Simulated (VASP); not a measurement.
**ScFe: structure and properties in VASP**

Aim: relax ScFe, then compute properties on the relaxed cell. The steps: full relaxation (vdW-DF), second relaxation, density, ELF and potential (vdW-DF), band structure (vdW-DF), total and projected DOS (vdW-DF), core levels (vdW-DF) and elastic constants (vdW-DF). The cell is invented: it takes the structure of a Materials Project entry for GaFe (space group 187 there), with some of its atoms replaced by other elements, volume scaled by an estimate. It may not be a known or stable phase.

Main program and level: VASP 6.6.1; vdW-DF, spin-polarised from a ferromagnetic start (one magnetic atom a cell); plane waves and PAW (Fe, Sc_sv), in the first sound run; inputs show where later runs differ.

Most raw output is cut from this account.

### Step 1. The structure

Before any relaxation, the start is as follows. The structure is hexagonal, space group P-6m2 (No. 187). Conventional cell: a = 2.979 Å, b = 2.979 Å, c = 4.369 Å, α = 90.00°, β = 90.00°, γ = 120.00°. Nearest to Fe lie 6 Sc at 2.78 Å and 6 Fe at 2.98 Å. Nearest to Sc lie 6 Fe at 2.78 Å and 6 Sc at 2.98 Å. It derives from GaFe. it takes the structure of a Materials Project entry for GaFe (space group 187 there), with some of its atoms replaced by other elements, volume scaled by an estimate. Farther neighbours are not listed.

As a file:

```xyz
2
Lattice="2.9786 0.0000 0.0000 -1.4893 2.5796 0.0000 0.0000 0.0000 4.3689" Properties=species:S:1:pos:R:3 pbc="T T T"
Fe    1.4893    0.8599    0.0000
Sc    0.0000    0.0000    2.1844
```

### Step 2. Full relaxation (vdW-DF)

Properties are meant for the cell that this level of theory prefers, so cell and atoms are relaxed first (ISIF = 3) until forces and stress are small; EDIFFG sets the threshold. The first vdW-DF uses revPBE exchange and tends to overestimate distances. LUSE_VDW switches on a nonlocal correlation term for dispersion.

INCAR

```
SYSTEM = ScFe
PREC = Accurate
ENCUT = 400
EDIFF = 1E-06
NELM = 100
ISMEAR = 0
SIGMA = 0.05
LREAL = .FALSE.
ALGO = Normal
GGA = RE
AGGAC = 0
LUSE_VDW = .TRUE.
LASPH = .TRUE.
ISPIN = 2
MAGMOM = 3 0
LMAXMIX = 4
LORBIT = 11
LWAVE = .FALSE.
LCHARG = .FALSE.
IBRION = 2
NSW = 60
ISIF = 3
EDIFFG = -0.01
```

POSCAR

```
ScFe
1.0
    2.9786440000      0.0000000000      0.0000000000
   -1.4893220000      2.5795810000      0.0000000000
    0.0000000000      0.0000000000      4.3688840000
Fe Sc
1 1
Direct
    0.6666666700      0.3333333300      0.0000000000
    0.0000000000      0.0000000000      0.5000000000
```

KPOINTS

```
Automatic mesh
0
Gamma
10 10 6
0 0 0
```

PAW data sets: Fe and Sc_sv (PBE family, release 64).

On the command line:

```bash
> mpirun -np 1 vasp_std
```

Elapsed: 6.2 min, on 1 MPI rank of Intel Xeon Platinum 8375C at 2.90GHz (Ice Lake), shared host; peak memory 0.29 GiB.

The cell holds one magnetic atom, so no antiferromagnetic order fits into it. The k-mesh is coarse for a metal. The PAW data sets were made with PBE, which is usual practice but a small mismatch for other functionals. The run keeps the 12 symmetry operations of its start, so it cannot find a distortion of lower symmetry.

The steps of the relaxation:

| step | energy less that of the first step (eV) | largest force (eV/Å) | pressure (GPa) | volume (Å³) |
| --- | --- | --- | --- | --- |
| 1 | 0.0000 | 0.0000 | 2.73 | 33.57 |
| 2 | -0.0489 | 0.0000 | -0.70 | 34.96 |
| 3 | -0.0771 | 0.0000 | -3.61 | 36.48 |
| 4 | -0.1136 | 0.0000 | -3.48 | 36.39 |
| 5 | -0.1638 | 0.0000 | -2.17 | 36.00 |
| 6 | -0.1637 | 0.0000 | -2.30 | 36.02 |
| 7 | -0.1711 | 0.0000 | -1.01 | 35.32 |
| 8 | -0.1726 | 0.0000 | -0.03 | 34.85 |
| 9 | -0.1726 | 0.0000 | -0.09 | 34.87 |
| 10 | -0.1726 | 0.0000 | -0.04 | 34.87 |

| conventional cell, symmetrised | before | after | change |
| --- | --- | --- | --- |
| a (Å) | 2.979 | 3.219 | +8.1 % |
| b (Å) | 2.979 | 3.219 | +8.1 % |
| c (Å) | 4.369 | 3.885 | -11.1 % |
| volume (Å³/atom) | 16.78 | 17.43 | +3.9 % |

The relaxed structure:

```xyz
2
Lattice="3.2194 0.0000 0.0000 -1.6097 2.7880 0.0000 0.0000 0.0000 3.8848" Properties=species:S:1:pos:R:3 pbc="T T T"
Fe    1.6097    0.9293    0.0000
Sc    0.0000    0.0000    1.9424
```

This step gave:

```yaml
electrons: 19
bands: 15
irreducible_k_points: 56
symmetry_operations: 12
free_energy_toten: -7.638 eV
energy_at_zero_smearing: -7.637 eV
fermi_energy: 4.324 eV
pressure: -0.04144 GPa
moment_of_the_cell_from_the_last_line_of_the_log: 1.073 μB
metallic: yes
scf_cycles_over_all_ionic_steps: 95
```

Spin moment in the PAW sphere by atom:

| atom | spin moment in the PAW sphere (μB) |
| --- | --- |
| Fe1 | 1.69 |
| Sc2 | -0.42 |

It ends with forces that vanish by symmetry and a pressure of -0.04 GPa.

### Step 3. Second relaxation

A relaxation keeps the plane waves of the cell it began with, so it is repeated from the new cell, on a basis made for it. The mesh changes with the cell too.

INCAR is that of step 2.

POSCAR

```
ScFe
1.0
    3.2193567655      0.0000000000      0.0000000000
   -1.6096783828      2.7880442812      0.0000000000
    0.0000000000      0.0000000000      3.8848413370
Fe Sc
1 1
Direct
    0.6666666700      0.3333333300      0.0000000000
    0.0000000000      0.0000000000      0.5000000000
```

KPOINTS

```
Automatic mesh
0
Gamma
10 10 7
0 0 0
```

On the command line:

```bash
> mpirun -np 1 vasp_std
```

It took 4 min on 1 MPI rank; peak memory 0.32 GiB.

Step by step:

| step | energy less that of the first step (eV) | largest force (eV/Å) | pressure (GPa) | volume (Å³) |
| --- | --- | --- | --- | --- |
| 1 | 0.0000 | 0.0000 | -0.43 | 34.87 |
| 2 | -0.0017 | 0.0000 | 0.11 | 34.63 |
| 3 | -0.0019 | 0.0000 | 0.40 | 34.55 |
| 4 | -0.0023 | 0.0000 | 0.08 | 34.71 |
| 5 | -0.0023 | 0.0000 | -0.14 | 34.77 |
| 6 | -0.0023 | 0.0000 | 0.01 | 34.74 |

| conventional cell, symmetrised | before | after | change |
| --- | --- | --- | --- |
| a (Å) | 3.219 | 3.234 | +0.5 % |
| b (Å) | 3.219 | 3.234 | +0.5 % |
| c (Å) | 3.885 | 3.835 | -1.3 % |
| volume (Å³/atom) | 17.43 | 17.37 | -0.4 % |

The relaxed structure:

```cif
data_structure
_symmetry_space_group_name_H-M 'P 1'
_symmetry_Int_Tables_number 1
_cell_length_a 3.2343
_cell_length_b 3.2343
_cell_length_c 3.8347
_cell_angle_alpha 90.000
_cell_angle_beta 90.000
_cell_angle_gamma 120.000
_cell_volume 34.74
loop_
_atom_site_label
_atom_site_type_symbol
_atom_site_fract_x
_atom_site_fract_y
_atom_site_fract_z
_atom_site_occupancy
Fe1 Fe 0.66667 0.33333 0.00000 1
Sc2 Sc 0.00000 0.00000 0.50000 1
```

Numbers from this step:

```yaml
free_energy_toten: -7.653 eV
energy_at_zero_smearing: -7.653 eV
fermi_energy: 4.388 eV
pressure: 0.01453 GPa
moment_of_the_cell_from_the_last_line_of_the_log: 0.9964 μB
scf_cycles_over_all_ionic_steps: 52
```

Spin moment in the PAW sphere by atom:

| atom | spin moment in the PAW sphere (μB) |
| --- | --- |
| Fe1 | 1.62 |
| Sc2 | -0.41 |

It ends with forces that vanish by symmetry and a pressure of 0.01 GPa.

### Step 4. Density, ELF and potential (vdW-DF)

A single point on the relaxed cell gives a clean self-consistent state, with density, ELF and potential written out.

INCAR: that of step 3 with these lines changed.

```diff
@@ -18,6 +18,5 @@
 LWAVE = .FALSE.
-LCHARG = .FALSE.
-IBRION = 2
-NSW = 60
-ISIF = 3
-EDIFFG = -0.01
+LCHARG = .TRUE.
+ISIF = 2
+LELF = .TRUE.
+LVHAR = .TRUE.
```

POSCAR

```
ScFe
1.0
    3.2343496747      0.0000000000      0.0000000000
   -1.6171748374      2.8010285150      0.0000000000
    0.0000000000      0.0000000000      3.8346693326
Fe Sc
1 1
Direct
    0.6666666700      0.3333333300      0.0000000000
    0.0000000000      0.0000000000      0.5000000000
```

KPOINTS

```
Automatic mesh
0
Gamma
9 9 7
0 0 0
```

On the command line:

```bash
> mpirun -np 1 vasp_std
```

Elapsed: 62 s, on 1 MPI rank; peak memory 0.31 GiB.

With spin, VASP writes an ELF for each channel.

Numbers from this step:

```yaml
scf_cycles: 15
irreducible_k_points: 48
free_energy_toten: -7.649 eV
energy_at_zero_smearing: -7.649 eV
fermi_energy: 4.379 eV
pressure: -0.2155 GPa
moment_of_the_cell_from_the_last_line_of_the_log: 0.9979 μB
```

Spin moment in the PAW sphere by atom:

| atom | spin moment in the PAW sphere (μB) |
| --- | --- |
| Fe1 | 1.58 |
| Sc2 | -0.39 |

Valence electrons inside each PAW sphere by angular momentum. Sphere charges, by row:

| atom | s (e) | p (e) | d (e) | tot (e) |
| --- | --- | --- | --- | --- |
| Fe1 | 0.453 | 0.264 | 6.37 | 7.088 |
| Sc2 | 2.285 | 6.161 | 1.146 | 9.591 |

Spin density in the ac plane at fractional y = 0.000, with atoms of Sc within 0.2 Å of it.

Ten even steps from '0' (-0.23 e/Å³) to '9' (0.09 e/Å³):
```
66667789998877666
66666778888776666
66666777777776666
66666666776666666
66666666666666666
55666666666666665
44566666666666654
23456666666666543
01345666666665431
00245666666665420
01345666666665431
23456666666666543
44566666666666654
55666666666666665
66666666666666666
66666666776666666
66666777777776666
66666778888776666
66667789998877666
66667789999877666
```
Columns run along a (3.2 Å), rows up along c (3.8 Å). Atoms in or near the plane, at fractional coordinates: Sc at (0.00, 0.50).

ELF of down spins in the ac plane at fractional y = 0.000, with atoms of Sc within 0.2 Å of it. It is the smooth field of the valence electrons, not physical close to the nuclei.

Values, 16 rows by 14 columns, each cell a mean:
```
0.65 0.63 0.57 0.43 0.25 0.14 0.10 0.09 0.10 0.16 0.29 0.46 0.58 0.64
0.42 0.43 0.43 0.39 0.32 0.24 0.22 0.21 0.22 0.26 0.33 0.40 0.43 0.42
0.18 0.19 0.22 0.27 0.32 0.34 0.34 0.33 0.34 0.34 0.31 0.26 0.21 0.19
0.22 0.19 0.14 0.15 0.23 0.36 0.42 0.44 0.42 0.33 0.21 0.14 0.15 0.20
0.58 0.52 0.37 0.20 0.14 0.26 0.42 0.47 0.40 0.22 0.13 0.22 0.40 0.54
0.76 0.72 0.62 0.39 0.16 0.18 0.34 0.42 0.32 0.15 0.19 0.43 0.64 0.74
0.83 0.81 0.73 0.55 0.24 0.14 0.28 0.37 0.25 0.13 0.29 0.59 0.75 0.81
0.86 0.83 0.77 0.61 0.29 0.13 0.25 0.34 0.22 0.13 0.35 0.64 0.78 0.84
0.84 0.81 0.74 0.57 0.25 0.13 0.27 0.36 0.24 0.13 0.31 0.60 0.76 0.82
0.77 0.74 0.64 0.42 0.18 0.17 0.33 0.41 0.30 0.14 0.21 0.46 0.66 0.75
0.62 0.56 0.42 0.23 0.14 0.24 0.41 0.47 0.39 0.21 0.14 0.26 0.45 0.58
0.31 0.26 0.18 0.13 0.19 0.34 0.43 0.46 0.42 0.31 0.18 0.14 0.19 0.27
0.15 0.16 0.19 0.24 0.31 0.35 0.35 0.35 0.35 0.35 0.30 0.23 0.18 0.16
0.37 0.38 0.39 0.38 0.32 0.26 0.24 0.23 0.24 0.27 0.34 0.38 0.39 0.37
0.62 0.60 0.55 0.43 0.27 0.16 0.12 0.11 0.12 0.17 0.30 0.45 0.56 0.61
0.72 0.69 0.61 0.44 0.22 0.10 0.06 0.05 0.06 0.12 0.26 0.47 0.63 0.70
```
Columns run along a (3.2 Å), rows up along c (3.8 Å). Atoms in or near the plane, at fractional coordinates: Sc at (0.00, 0.50).

ELF of up spins in the ac plane at fractional y = 0.000, with atoms of Sc within 0.2 Å of it. It is the smooth field of the valence electrons, not physical close to the nuclei.

Values, 16 rows by 14 columns, each cell a mean:
```
0.35 0.35 0.34 0.29 0.22 0.18 0.17 0.16 0.17 0.19 0.23 0.30 0.34 0.35
0.21 0.23 0.26 0.28 0.25 0.21 0.20 0.20 0.20 0.22 0.26 0.28 0.26 0.22
0.09 0.10 0.14 0.20 0.25 0.26 0.25 0.24 0.25 0.26 0.24 0.19 0.13 0.10
0.20 0.16 0.11 0.11 0.18 0.27 0.31 0.32 0.31 0.25 0.16 0.11 0.12 0.17
0.61 0.55 0.40 0.20 0.11 0.19 0.31 0.35 0.30 0.16 0.11 0.23 0.43 0.57
0.77 0.75 0.66 0.43 0.15 0.11 0.22 0.29 0.20 0.10 0.19 0.47 0.68 0.76
0.84 0.82 0.76 0.60 0.25 0.08 0.15 0.20 0.13 0.09 0.31 0.63 0.77 0.82
0.86 0.84 0.79 0.66 0.30 0.07 0.12 0.16 0.10 0.10 0.38 0.68 0.80 0.84
0.85 0.82 0.77 0.62 0.26 0.08 0.14 0.19 0.12 0.09 0.33 0.65 0.78 0.83
0.79 0.76 0.68 0.47 0.17 0.10 0.21 0.27 0.19 0.10 0.22 0.51 0.70 0.77
0.64 0.59 0.45 0.24 0.11 0.17 0.30 0.34 0.28 0.15 0.12 0.27 0.48 0.61
0.30 0.25 0.16 0.11 0.15 0.26 0.32 0.34 0.32 0.23 0.13 0.11 0.18 0.26
0.08 0.09 0.12 0.18 0.24 0.26 0.26 0.25 0.26 0.26 0.23 0.17 0.11 0.09
0.18 0.20 0.24 0.27 0.25 0.22 0.21 0.20 0.21 0.23 0.26 0.27 0.23 0.20
0.33 0.33 0.33 0.29 0.23 0.19 0.17 0.17 0.17 0.19 0.24 0.30 0.33 0.33
0.39 0.39 0.36 0.29 0.21 0.17 0.15 0.15 0.16 0.18 0.22 0.30 0.37 0.39
```
Columns run along a (3.2 Å), rows up along c (3.8 Å). Atoms in or near the plane, at fractional coordinates: Sc at (0.00, 0.50).

In this run the pressure is -0.22 GPa, small enough to go on.

### Step 5. Band structure (vdW-DF)

This step: vdW-DF, spin-polarised from a ferrimagnetic start; plane waves and PAW (Fe, Sc_sv); invented cell (VASP 6.6.1).

The mesh alone shows little of the dispersion and can miss band extrema, so KPOINTS_OPT adds a path through the symmetry points after the self-consistent cycle.

INCAR: that of step 4 with these lines changed.

```diff
@@ -14,3 +14,3 @@
 ISPIN = 2
-MAGMOM = 3 0
+MAGMOM = 1.585 -0.388
 LMAXMIX = 4
@@ -18,5 +18,2 @@
 LWAVE = .FALSE.
-LCHARG = .TRUE.
-ISIF = 2
-LELF = .TRUE.
-LVHAR = .TRUE.
+LCHARG = .FALSE.
```

POSCAR is that of step 4.

KPOINTS is that of step 4.

KPOINTS_OPT

```
Line mode
16
Line-mode
Reciprocal
  0.00000000   0.00000000   0.00000000 GAMMA
  0.50000000   0.00000000   0.00000000 M

  0.50000000   0.00000000   0.00000000 M
  0.33333333   0.33333333   0.00000000 K

  0.33333333   0.33333333   0.00000000 K
  0.00000000   0.00000000   0.00000000 GAMMA

  0.00000000   0.00000000   0.00000000 GAMMA
  0.00000000   0.00000000   0.50000000 A

  0.00000000   0.00000000   0.50000000 A
  0.50000000   0.00000000   0.50000000 L

  0.50000000   0.00000000   0.50000000 L
  0.33333333   0.33333333   0.50000000 H

  0.33333333   0.33333333   0.50000000 H
  0.00000000   0.00000000   0.50000000 A

  0.50000000   0.00000000   0.50000000 L
  0.50000000   0.00000000   0.00000000 M

  0.33333333   0.33333333   0.00000000 K
  0.33333333   0.33333333   0.50000000 H
```

On the command line:

```bash
> mpirun -np 1 vasp_std
```

It took 95 s on 1 MPI rank; peak memory 0.31 GiB.

The magnetic state follows from one typed start and may not be the lowest.

Numbers from this step:

- SCF cycles: 16
- bands: 14
- pressure: -0.2055 GPa
- moment of the cell, from the last line of the log: 0.9976 μB

Spin up. The electronic bands at the labelled points (eV, zero at the Fermi level; # counts the bands kept):

| point | #3 | #4 | #5 | #6 | #7 | #8 |
| --- | --- | --- | --- | --- | --- | --- |
| Γ | -1.56 | -1.56 | -1.02 | -1.02 | 1.71 | 2.13 |
| 0.53 of the way | -1.84 | -1.36 | -1.24 | -1.17 | 1.39 | 1.91 |
| M | -1.71 | -1.41 | -1.25 | -0.82 | 0.74 | 1.57 |
| 0.53 of the way | -1.95 | -1.83 | -1.20 | 0.06 | 0.82 | 1.62 |
| K | -2.11 | -2.07 | -1.12 | 0.91 | 1.03 | 1.59 |
| 0.47 of the way | -2.03 | -1.57 | -1.17 | -0.96 | 1.34 | 1.81 |
| Γ | -1.56 | -1.56 | -1.02 | -1.02 | 1.71 | 2.13 |
| 0.53 of the way | -1.71 | -1.71 | -1.11 | -1.11 | 0.41 | 2.48 |
| A | -1.77 | -1.77 | -1.26 | -1.26 | -1.03 | 2.93 |
| 0.47 of the way | -1.84 | -1.42 | -1.15 | -1.11 | -0.85 | 2.12 |
| L | -1.44 | -1.04 | -0.85 | -0.20 | 0.08 | 1.70 |
| 0.47 of the way | -1.46 | -1.20 | -1.10 | -0.04 | 0.27 | 1.00 |
| H | -1.61 | -1.57 | -1.42 | 0.22 | 0.37 | 0.54 |
| 0.47 of the way | -1.88 | -1.21 | -1.18 | -1.01 | -0.37 | 1.81 |
| A | -1.77 | -1.77 | -1.26 | -1.26 | -1.03 | 2.93 |
| jump to L | -1.44 | -1.04 | -0.85 | -0.20 | 0.08 | 1.70 |
| 0.47 of the way | -1.70 | -1.24 | -0.82 | -0.77 | 0.45 | 1.59 |
| M | -1.71 | -1.41 | -1.25 | -0.82 | 0.74 | 1.57 |
| jump to K | -2.11 | -2.07 | -1.12 | 0.91 | 1.03 | 1.59 |
| 0.47 of the way | -2.00 | -1.90 | -1.26 | 0.56 | 0.77 | 1.26 |
| H | -1.61 | -1.57 | -1.42 | 0.22 | 0.37 | 0.54 |

Of the projections kept (Fe, Sc), the largest for each band there; the rest of the weight can lie on other orbitals:

| point | #3 | #4 | #5 | #6 | #7 | #8 |
| --- | --- | --- | --- | --- | --- | --- |
| Γ | Fe 0.99 | Fe 0.99 | Fe 0.95 | Fe 0.95 | Sc 0.63 | Sc 0.96 |
| M | Fe 0.88 | Fe 0.88 | Fe 0.55 | Fe 1.00 | Fe 0.84 | Sc 0.72 |
| K | Fe 0.88 | Fe 0.82 | Fe 0.97 | Fe 0.77 | Fe 0.60 | Fe 0.61 |
| Γ | Fe 0.99 | Fe 0.99 | Fe 0.95 | Fe 0.95 | Sc 0.63 | Sc 0.96 |
| A | Fe 0.94 | Fe 0.94 | Fe 0.89 | Fe 0.89 | Fe 0.97 | Sc 0.84 |
| L | Fe 0.88 | Fe 0.98 | Fe 0.98 | Fe 0.79 | Sc 0.71 | Fe 0.76 |

Spin down. Electronic bands along the path, in eV, zero at the Fermi level; # counts the bands kept:

| point | #2 | #3 | #4 | #5 | #6 | #7 | #8 |
| --- | --- | --- | --- | --- | --- | --- | --- |
| Γ | -2.10 | -0.10 | -0.10 | 0.09 | 0.09 | 1.79 | 1.79 |
| 0.53 of the way | -1.69 | -0.71 | -0.57 | -0.42 | 0.61 | 1.45 | 1.78 |
| M | -1.88 | -1.27 | -1.08 | -0.65 | 1.07 | 1.57 | 1.93 |
| 0.53 of the way | -1.66 | -1.46 | -1.37 | -0.33 | 1.39 | 1.48 | 2.01 |
| K | -1.61 | -1.51 | -1.47 | -0.17 | 1.41 | 1.85 | 2.02 |
| 0.47 of the way | -1.59 | -0.95 | -0.87 | -0.29 | 0.82 | 1.49 | 1.66 |
| Γ | -2.10 | -0.10 | -0.10 | 0.09 | 0.09 | 1.79 | 1.79 |
| 0.53 of the way | -2.15 | -0.51 | -0.51 | 0.06 | 0.06 | 1.25 | 2.24 |
| A | -3.36 | -0.55 | -0.55 | -0.29 | -0.29 | 0.56 | 2.83 |
| 0.47 of the way | -2.45 | -0.65 | -0.52 | -0.32 | 0.12 | 0.50 | 1.94 |
| L | -1.91 | -0.22 | -0.14 | -0.10 | 0.90 | 0.94 | 2.18 |
| 0.47 of the way | -1.62 | -0.32 | -0.22 | -0.06 | 0.26 | 1.06 | 1.55 |
| H | -1.06 | -0.78 | -0.76 | -0.24 | 0.04 | 1.18 | 1.32 |
| 0.47 of the way | -1.97 | -0.62 | -0.56 | -0.24 | 0.31 | 0.51 | 1.66 |
| A | -3.36 | -0.55 | -0.55 | -0.29 | -0.29 | 0.56 | 2.83 |
| jump to L | -1.91 | -0.22 | -0.14 | -0.10 | 0.90 | 0.94 | 2.18 |
| 0.47 of the way | -1.87 | -0.98 | -0.61 | -0.40 | 1.04 | 1.56 | 1.77 |
| M | -1.88 | -1.27 | -1.08 | -0.65 | 1.07 | 1.57 | 1.93 |
| jump to K | -1.61 | -1.51 | -1.47 | -0.17 | 1.41 | 1.85 | 2.02 |
| 0.47 of the way | -1.38 | -1.28 | -1.21 | -0.26 | 0.81 | 1.58 | 1.82 |
| H | -1.06 | -0.78 | -0.76 | -0.24 | 0.04 | 1.18 | 1.32 |

Of the projections kept (Fe, Sc), the largest for each band there; the rest of the weight can lie on other orbitals:

| point | #2 | #3 | #4 | #5 | #6 | #7 | #8 |
| --- | --- | --- | --- | --- | --- | --- | --- |
| Γ | Fe 0.59 | Fe 0.90 | Fe 0.90 | Fe 0.94 | Fe 0.94 | Sc 0.90 | Sc 0.90 |
| M | Fe 0.68 | Fe 0.56 | Fe 0.76 | Fe 0.81 | Fe 0.99 | Sc 0.61 | Fe 0.82 |
| K | Fe 0.63 | Fe 0.72 | Fe 0.63 | Fe 0.97 | Sc 0.86 | Fe 0.77 | Fe 0.89 |
| Γ | Fe 0.59 | Fe 0.90 | Fe 0.90 | Fe 0.94 | Fe 0.94 | Sc 0.90 | Sc 0.90 |
| A | Sc 0.76 | Fe 0.77 | Fe 0.77 | Fe 0.85 | Fe 0.85 | Fe 0.98 | Sc 0.95 |
| L | Fe 0.61 | Fe 0.84 | Sc 0.56 | Fe 0.96 | Fe 0.92 | Fe 0.89 | Fe 0.84 |

There is no gap at this level.

### Step 6. Total and projected DOS (vdW-DF)

Here the states are counted by energy and projected on the atoms. The mesh is finer than in the run before.

INCAR: that of step 5 with these lines changed.

```diff
@@ -5,3 +5,3 @@
 NELM = 100
-ISMEAR = 0
+ISMEAR = -5
 SIGMA = 0.05
@@ -19 +19,2 @@
 LCHARG = .FALSE.
+NEDOS = 2001
```

POSCAR is that of step 5.

KPOINTS

```
Automatic mesh
0
Gamma
14 14 10
0 0 0
```

On the command line:

```bash
> mpirun -np 1 vasp_std
```

Run time: 1.9 min. Hardware: 1 MPI rank; peak memory 0.37 GiB.

(Part 1 of 2 ends here.)

[Lines on the potential files, build, host, timing and source positions are cut from VASP's logs without a mark.]

[Logs are printed without paths, hosts, clocks, repeated set-up lines and the standing remarks that a program may print on its own settings, such as how far it seeks lower states.]

[Hosts, paths, dates, database ids (printed as entryN), source tags and the programs' standing remarks are cut or masked in the printed files.]

[A measured line is paired with the nearest computed mode of its activity, which favours agreement.]
